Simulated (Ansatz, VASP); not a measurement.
**Cross-check of NiSe2 (Penroseite) between VASP and Ansatz**

Aim: how closely do two programs agree when they are given the same cell, functional and k mesh? The cell is taken from a series of runs on this material, whose earlier steps may have relaxed, scaled, displaced or heated it; both programs get it as it stands.

Method: plane waves, with VASP 6.6.1 beside it; relaxation of cell and atoms at PBEsol, in Ansatz 0.2.0.

## 1. Set-up

The structure is cubic, space group Pa-3 (No. 205). The conventional cell has a = 5.828 Å, b = 5.828 Å, c = 5.828 Å, α = 90.00°, β = 90.00°, γ = 90.00°. Nearest to Ni lie 6 Se at 2.41 Å. Se has 3 Ni at 2.41 Å and 1 Se at 2.56 Å nearest. Farther neighbours and most contacts between anions are not listed.

## 2. Ansatz: relaxation of cell and atoms, PBEsol

Ansatz runs on its PAW soft_1 files.

The relaxed volume is the usual yardstick between codes: in a stiff, nearly cubic crystal its relative difference is about their pressure difference at one cell divided by the bulk modulus.

Contents of input.yaml:

```yaml
crystal:
  lattice:
    - [5.8283643858, 0.0, 0.0]
    - [0.0, 5.8283643858, 0.0]
    - [0.0, 0.0, 5.8283643858]
  atoms:
    - { symbol: Ni, position: [0.0, 0.0, 0.0] }
    - { symbol: Ni, position: [0.5, 0.0, 0.5] }
    - { symbol: Ni, position: [0.5, 0.5, 0.0] }
    - { symbol: Ni, position: [0.0, 0.5, 0.5] }
    - { symbol: Se, position: [0.3733302268, 0.3733302268, 0.3733302268] }
    - { symbol: Se, position: [0.1266697732, 0.6266697732, 0.8733302268] }
    - { symbol: Se, position: [0.8733302268, 0.1266697732, 0.6266697732] }
    - { symbol: Se, position: [0.6266697732, 0.8733302268, 0.1266697732] }
    - { symbol: Se, position: [0.6266697732, 0.6266697732, 0.6266697732] }
    - { symbol: Se, position: [0.8733302268, 0.3733302268, 0.1266697732] }
    - { symbol: Se, position: [0.1266697732, 0.8733302268, 0.3733302268] }
    - { symbol: Se, position: [0.3733302268, 0.1266697732, 0.8733302268] }
kpoints:
  mp_grid: { grid: [6, 6, 6] }
hamiltonian:
  xc: pbesol
  pseudopotentials: { kind: paw, azcp: { folder: soft_1 }, xc_functional: pbe }
scf:
  occupations: { method: methfessel_paxton, width: 0.2 }
output:
  forces: true
  stress: true
  eigenvalues: true
relax:
  adjacent_minimum: "off"
  f_tol: 0.001
  max_steps: 60
  cell: { stress_tol: 0.01 }
```

Command:

```console
> ansatz run input.yaml --threads 16 --pin off --max-ram 61440MiB --backend cuda --events-out ev --progress --plain --runs-dir out --max-vram 78GiB
```

Numbers of over 12 decimals in the logs are rounded to 6 here.

What it wrote:

```text
Engine: ansatz 0.2.0, aarch64-unknown-linux-gnu
Pseudopotentials: kind: paw
Pseudopotential: Ni, paw, valence charge 18, recommended cutoff 420 eV (normal), soft_1/Ni.paw.azcp
Pseudopotential: Se, paw, valence charge 16, recommended cutoff 420 eV (normal), soft_1/Se.paw.azcp
Functional definition: PBEsol
  exchange = pbesol_x
  correlation = pbesol_c
concurrent solve slots: 12 of 16 are kept, ahead of what memory takes: no pass of the eigensolver takes more rounds on 12
[...]
Crystal: 12 atoms, lattice volume = 197.989 Å³
Basis set: ecut = 420 eV, 3887 PW (Γ), exchange–correlation on 80×80×80 points (8 copies of the dense FFT grid, shifted against one another)
Bands: 120, of which v1, the nominal top of the filled ones, is band 100 counted from 1 (99 counted from 0)
Symmetry: 24 space group operations
Space group: Pa-3 (ITA 205), of the structure as read, at distance tolerance 5.8e-5 Å
k-points: 24 of 216
Non-local potential: Ni, projectors of the file, l = 0: 3, l = 1: 2, l = 2: 3, l = 3: 1
Non-local potential: Se, projectors of the file, l = 0: 2, l = 1: 2, l = 2: 3, l = 3: 1
PAW form: soft (Blöchl's): semilocal exchange-correlation on the pseudo side does not see the compensation charge
PAW frozen core: Ni, regenerated for the run's functional, and the local potential with it (the file was generated under x = pbe(κ = 0.804, μ = 0.219515), c = pbe(β = 0.066725))
PAW frozen core: Se, regenerated for the run's functional, and the local potential with it (the file was generated under x = pbe(κ = 0.804, μ = 0.219515), c = pbe(β = 0.066725))
PAW one-centre angular grid: Ni, 590 points (default); XC on 64 Gauss nodes
PAW one-centre angular grid: Se, 590 points (default); XC on 64 Gauss nodes
Initial density: superposition of atomic densities (chi_scale 0.1, normalization cell, long waves kept (reshape's long-wave potential 0.00 eV rms))
Initial wavefunctions: pseudopotential atomic-orbital guess
[...]
Functional: x = pbesol(κ = 0.804, μ = 0.123457), c = pbesol(β = 0.046)
SCF iter   1: F=—  HF=-66649.193466 eV  |F-HF|=—  |Δ(HF+E_count)|=         —  Δρ=3.06e-1  dr2=1.68e2  ethr=3.10e-3  ⟨swp⟩=5.3  Hψ=9724  notcnv=0  defer=52
preconditioner: auto → Kerker (q_TF=auto, 2.733 Å⁻¹)  [metal: Δε(μ)=0.029 eV  Ē_g=11.365 eV  σ=0.200 eV  W_gap=0.12  n_scr=80 (ndim 8)  ℏωp=24.8 eV  f_vac=0.000  D(μ)=5.90/eV (n_scr^D=32)]
SCF iter   2: F=—  HF=-66623.856747 eV  |F-HF|=—  |Δ(HF+E_count)|=    2.53e1  S|Δr|=    0.00e0  Δρ=1.18e-1  dr2=1.13e1  ethr=3.10e-3  ⟨swp⟩=4.0  Hψ=6910  notcnv=0  defer=288
[...]
SCF iter  13: F=-66617.297507 eV  HF=-66617.297507 eV  |F-HF|=7.89e-9  |Δ(HF+E_count)|=   1.36e-7  S|Δr|=    0.00e0  Δρ=2.58e-6  dr2=1.32e-8  ethr=5.00e-11  ⟨swp⟩=10.8  Hψ=17631  notcnv=0
SCF 1 converged in 13 iterations: F = -66617.297507 eV  dr2 = 1.32e-8
  greatest PAW one-centre occupation: 1.001 electrons in one spin orbital (limit 2), on the Ni atom at site 0 (counted from 0), in its partial waves of l = 1
relax step   1: F+E_penalty+E_count = -66617.29750745 eV  Δ(F+E_penalty+E_count) = +0.000e0 eV  max|allowed force component| = 9.537e-4 eV/Å  Δτ_max = 0.0000 Å  P = -0.008 GPa  Ω = 197.989 Å³  (13 SCF iters, dr2 threshold 1.00e-7 eV, accepted)
concurrent solve slots: 12 of 16 are kept, ahead of what memory takes: no pass of the eigensolver takes more rounds on 12
[...]
iter 1 solved again at ethr=6.65e-8 eV; its pass at ethr=3.10e-3 eV (dr2=1.33e-4 eV) is discarded
SCF iter   1: F=—  HF=-66617.294986 eV  |F-HF|=—  |Δ(HF+E_count)|=         —  Δρ=2.23e-6  dr2=7.08e-9  ethr=6.65e-8  ⟨swp⟩=3.8  Hψ=18069  notcnv=0
eigensolver tolerance schedule: the retry pair's looser diagonalisation over-reported the residual by 18764.23 of it (diagonalisation noise at 0.67 of the residual, at the tolerance the schedule requests for it); recorded, not acted on — ethr = c·dr2/N_el stays at c = 1.0e-1
preconditioner: auto → Kerker (q_TF=auto, 2.733 Å⁻¹)  [metal: Δε(μ)=0.026 eV  Ē_g=9.527 eV  σ=0.200 eV  W_gap=0.11  n_scr=80 (ndim 8)  ℏωp=24.8 eV  f_vac=0.000  D(μ)=7.40/eV (n_scr^D=56)]
[...]
SCF 2 converged in 7 iterations: F = -66617.297507 eV  dr2 = 1.17e-12
[...]
relax step   2: F+E_penalty+E_count = -66617.29750744 eV  Δ(F+E_penalty+E_count) = +9.561e-9 eV  max|allowed force component| = 9.641e-4 eV/Å  Δτ_max = 0.0000 Å  P = -0.008 GPa  Ω = 197.989 Å³  stress off target by 8.20e-3 GPa  SCF on the basis re-selected at this cell (its energy is not comparable with the rows above)  (7 SCF iters)
[...]
SCF converged after 7 iterations
[...]
k-point 2: bands = ["-90.0892", "-90.0892", "-90.0892", "-90.0892", "-50.6710", "-50.6710", "-50.6710", "-50.6709", "-50.6709", "-50.6709", "-50.6709", "-50.6709", "-50.6044", "-50.6043", "-50.6043", "-50.6043", "-35.6000", "-35.6000", "-35.5996", "-35.5990", "-35.5637", "-35.5627", "-35.5624", "-35.5623", "-35.5622", "-35.5622", "-35.5621", "-35.5613", "-35.5606", "-35.5605", "-35.5605", "-35.5602", "-35.5512", "- [...]
  k-point 23: bands = ["-90.0892", "-90.0892", "-90.0892", "-90.0892", "-50.6710", "-50.6710", "-50.6710", "-50.6710", "-50.6708", "-50.6708", "-50.6708", "-50.6708", "-50.6043", "-50.6043", "-50.6043", "-50.6043", "-35.5995", "-35.5995", "-35.5995", "-35.5995", "-35.5632", "-35.5632", "-35.5632", "-35.5632", "-35.5625", "-35.5625", "-35.5625", "-35.5625", "-35.5598", "-35.5598", "-35.5598", "-35.5598", "-35.5511", " [...]
--- Relaxed structure (1 steps of the walk, 1 accepted, 1 SCFs on fresh bases) ---
  F+E_penalty+E_count = -66617.29750744 eV   max|allowed force component| = 9.641e-4 eV/Å   (the final SCF, on the basis selected at the relaxed cell)
  cell:  # Å, volume = 197.9886 Å³
    - [5.8283643858, 0.0, 0.0]
    - [0.0, 5.8283643858, 0.0]
    - [0.0, 0.0, 5.8283643858]
  atoms:
    - { symbol: Ni, position: [0.0, 0.0, 0.0] }
    - { symbol: Ni, position: [0.500000, 0.0, 0.500000] }
    - { symbol: Ni, position: [0.500000, 0.500000, 0.0] }
    - { symbol: Ni, position: [0.0, 0.500000, 0.500000] }
    - { symbol: Se, position: [0.3733302268, 0.3733302268, 0.3733302268] }
    - { symbol: Se, position: [0.1266697732, 0.626670, 0.873330] }
    - { symbol: Se, position: [0.873330, 0.1266697732, 0.626670] }
    - { symbol: Se, position: [0.626670, 0.873330, 0.1266697732] }
    - { symbol: Se, position: [0.626670, 0.626670, 0.626670] }
    - { symbol: Se, position: [0.873330, 0.3733302268, 0.1266697732] }
    - { symbol: Se, position: [0.1266697732, 0.873330, 0.3733302268] }
    - { symbol: Se, position: [0.3733302268, 0.1266697732, 0.873330] }
```

Reading the cycles: dr2 is the Hartree energy of the density residual (eV), the measure of convergence; HF is the Harris–Foulkes estimate of the energy, which meets the free energy F at convergence.

## 3. VASP: relaxation of cell and atoms, PBEsol

The same cell, functional, mesh and smearing now go to VASP, with its own data sets.

Lines of VASP's logs that name or quote its potential files are left out, and so is its time.

Contents of INCAR:

```
SYSTEM = NiSe2
PREC = Accurate
ENCUT = 600
EDIFF = 1E-07
NELM = 120
ISMEAR = 1
SIGMA = 0.2
LREAL = .FALSE.
ALGO = Normal
GGA = PS
NBANDS = 56
LASPH = .TRUE.
LORBIT = 11
LWAVE = .FALSE.
LCHARG = .FALSE.
ISIF = 3
IBRION = 2
NSW = 80
EDIFFG = -0.005
GGA_COMPAT = .FALSE.
NELMIN = 4
KPAR = 2
```

Contents of POSCAR:

```
NiSe2
1.0
    5.8283640000      0.0000000000      0.0000000000
    0.0000000000      5.8283640000      0.0000000000
    0.0000000000      0.0000000000      5.8283640000
Ni Se
4 8
Direct
    0.0000000000      0.0000000000      0.0000000000
    0.5000000000      0.0000000000      0.5000000000
    0.5000000000      0.5000000000      0.0000000000
    0.0000000000      0.5000000000      0.5000000000
    0.3733303205      0.3733303205      0.3733303205
    0.1266698511      0.6266698511      0.8733303205
    0.8733303205      0.1266698511      0.6266698511
    0.6266698511      0.8733303205      0.1266698511
    0.6266698511      0.6266698511      0.6266698511
    0.8733303205      0.3733303205      0.1266698511
    0.1266698511      0.8733303205      0.3733303205
    0.3733303205      0.1266698511      0.8733303205
```

Contents of KPOINTS:

```
Automatic mesh
0
Gamma
6 6 6
0 0 0
```

PAW data sets: Ni and Se (PBE family, release 64).

Command:

```console
> mpirun -np 2 vasp_std
```

What it wrote:

```text
[banner, memory and clock lines left out]
running    2 mpi-ranks, on    1 nodes
 distrk:  each k-point on    1 cores,    2 groups
 distr:  one band on    1 cores,    1 groups

 POSCAR found type information on POSCAR NiSe
 POSCAR found :  2 types and      12 ions
|                                                                             |
|               ----> ADVICE to this user running VASP <----                  |
|                                                                             |
|     You enforced a specific xc type in the INCAR file but a different       |
|     [... a line on the potential file left out ...]
|     I HOPE YOU KNOW WHAT YOU ARE DOING!                                     |
|                                                                             |

 LDA part: xc-table for (Slater+PW92), standard interpolation
 POSCAR, INCAR and KPOINTS ok, starting setup
 FFT: planning ... GRIDC
 FFT: planning ... GRID_SOFT
 FFT: planning ... GRID
 WAVECAR not read
 entering main loop
       N       E                     dE             d eps       ncg     rms          rms(c)
DAV:   1     0.802444791388E+03    0.80244E+03   -0.40537E+04  2688   0.182E+03
DAV:   2     0.481126031027E+02   -0.75433E+03   -0.72759E+03  2712   0.421E+02
DAV:   3    -0.576537402527E+02   -0.10577E+03   -0.99455E+02  3216   0.162E+02
DAV:   4    -0.639729119949E+02   -0.63192E+01   -0.62159E+01  3104   0.388E+01
DAV:   5    -0.641522249039E+02   -0.17931E+00   -0.17901E+00  3456   0.650E+00    0.281E+01
DAV:   6    -0.826268477672E+02   -0.18475E+02   -0.15751E+02  3352   0.152E+02    0.464E+01
DAV:   7    -0.597703078900E+02    0.22857E+02   -0.39823E+01  3376   0.104E+02    0.115E+01
DAV:   8    -0.592997223554E+02    0.47059E+00   -0.16370E+01  4016   0.412E+01    0.716E+00
DAV:   9    -0.590783407671E+02    0.22138E+00   -0.28665E+00  3664   0.148E+01    0.135E+00
DAV:  10    -0.590714202314E+02    0.69205E-02   -0.74005E-02  3136   0.135E+00    0.986E-01
DAV:  11    -0.590612048689E+02    0.10215E-01   -0.22561E-02  3288   0.538E-01    0.354E-01
DAV:  12    -0.590606834997E+02    0.52137E-03   -0.38273E-03  3760   0.351E-01    0.145E-01
DAV:  13    -0.590607114034E+02   -0.27904E-04   -0.65382E-04  3016   0.172E-01    0.760E-02
DAV:  14    -0.590606800343E+02    0.31369E-04   -0.71953E-05  3744   0.506E-02    0.240E-02
DAV:  15    -0.590606744140E+02    0.56203E-05   -0.27682E-05  3688   0.415E-02    0.903E-03
DAV:  16    -0.590606742116E+02    0.20240E-06   -0.26763E-06  3272   0.135E-02    0.653E-03
DAV:  17    -0.590606738980E+02    0.31364E-06   -0.10885E-06  3088   0.613E-03    0.627E-04
DAV:  18    -0.590606738693E+02    0.28679E-07   -0.50092E-08  1784   0.172E-03
   1 F= -.59060674E+02 E0= -.59059821E+02  d E =-.590607E+02
[...]
2 F= -.59060812E+02 E0= -.59059994E+02  d E =-.138092E-03
[...]
3 F= -.59060914E+02 E0= -.59060082E+02  d E =-.240151E-03
[...]
4 F= -.59060940E+02 E0= -.59060111E+02  d E =-.262231E-04
 ZBRENT: can't locate minimum, use default step
 trial-energy change:   -0.000026  1 .order   -0.000026   -0.000030   -0.000023
 step:   3.6851(harm=  4.3970)  dis= 0.00095  next Energy=   -59.060985 (dE=-0.706E-04)
 bond charge predicted
       N       E                     dE             d eps       ncg     rms          rms(c)
DAV:   1    -0.590609606837E+02   -0.20432E-04   -0.10155E-02  2768   0.364E-01    0.737E-02
DAV:   2    -0.590611459133E+02   -0.18523E-03   -0.15450E-03  3744   0.430E-01    0.118E-01
DAV:   3    -0.590609804262E+02    0.16549E-03   -0.61220E-04  3280   0.354E-01    0.183E-02
DAV:   4    -0.590609795436E+02    0.88257E-06   -0.42678E-05  3168   0.385E-02    0.104E-02
DAV:   5    -0.590609783207E+02    0.12229E-05   -0.31512E-06  3552   0.193E-02    0.323E-03
DAV:   6    -0.590609782697E+02    0.51000E-07   -0.59549E-07  2736   0.454E-03
   5 F= -.59060978E+02 E0= -.59060158E+02  d E =-.642491E-04
 curvature:  -2.19 expect dE=-0.638E-06 dE for cont linesearch -0.413E-06
 trial: gam=-0.07694 g(F)=  0.210E-06 g(S)=  0.812E-07 ort = 0.251E-05 (trialstep = 0.147E+01)
 search vector abs. value=  0.103E-06
 reached required accuracy - stopping structural energy minimisation
```

(Part 1 of 2 ends here.)

[Lines on the potential files, build, host, timing and source positions are cut from VASP's logs without a mark.]

[Logs are printed without paths, hosts, clocks, repeated set-up lines and the standing remarks that a program may print on its own settings, such as how far it seeks lower states.]

[Hosts, paths, dates, database ids (printed as entryN), source tags and the programs' standing remarks are cut or masked in the printed files.]
